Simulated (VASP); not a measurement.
Be4Cr:

```
Be Cr
1.0
    -2.18145    2.18145    2.18145
     2.18145   -2.18145    2.18145
     2.18145    2.18145   -2.18145
Be Cr
4 1
Direct
  0.00000 0.00000 0.50000
  0.00000 0.50000 0.00000
  0.50000 0.00000 0.00000
  0.50000 0.50000 0.50000
  0.00000 0.00000 0.00000
```

The cell was built by a generator and needn't be a form met in nature.

* Program: VASP 6.6.1
* Task: relaxation of cell and atoms
* Functional: PBE
* Potentials or basis: VASP PAW PBE potentials, release 64 (Be, Cr_pv)
* Cutoff: 600 eV
* k mesh: 9 × 9 × 9
* Occupations: methfessel-paxton, width 0.2 eV
* Spin: collinear spin, ferromagnetic start
* Starting moments: [0.0, 0.0, 0.0, 0.0, 3.0] μB

At the start: pressure 69.5 GPa; volume 8.30 Å³/atom.

Q: How do energy, volume and symmetry change on relaxing?

A: Over 4 steps the energy falls by 875.5 meV/atom and the volume is 14.09 Å³/atom (+69.7 %); space group Im-3m (No. 229, to 0.05 Å); moment 4.02 μB per cell.

The path:
```csv
step,energy change (eV),largest force (eV/Å),pressure (GPa),volume (Å³)
1,0.0000,0.0000,69.50,41.52
2,-4.3470,0.0000,3.15,67.15
3,-4.3627,0.0000,-1.94,72.71
4,-4.3774,0.0000,-0.09,70.45
```

Final structure:
```cif
data_structure
_symmetry_space_group_name_H-M 'P 1'
_symmetry_Int_Tables_number 1
_cell_length_a 4.5065
_cell_length_b 4.5065
_cell_length_c 4.5065
_cell_angle_alpha 109.471
_cell_angle_beta 109.471
_cell_angle_gamma 109.471
_cell_volume 70.45
loop_
_atom_site_label
_atom_site_type_symbol
_atom_site_fract_x
_atom_site_fract_y
_atom_site_fract_z
_atom_site_occupancy
Be1 Be 0.00000 0.00000 0.50000 1
Be2 Be 0.00000 0.50000 0.00000 1
Be3 Be 0.50000 0.00000 0.00000 1
Be4 Be 0.50000 0.50000 0.50000 1
Cr1 Cr 0.00000 0.00000 0.00000 1
```

Caveat: the volume moved by over 15 % at a fixed basis, so the end points are rough.
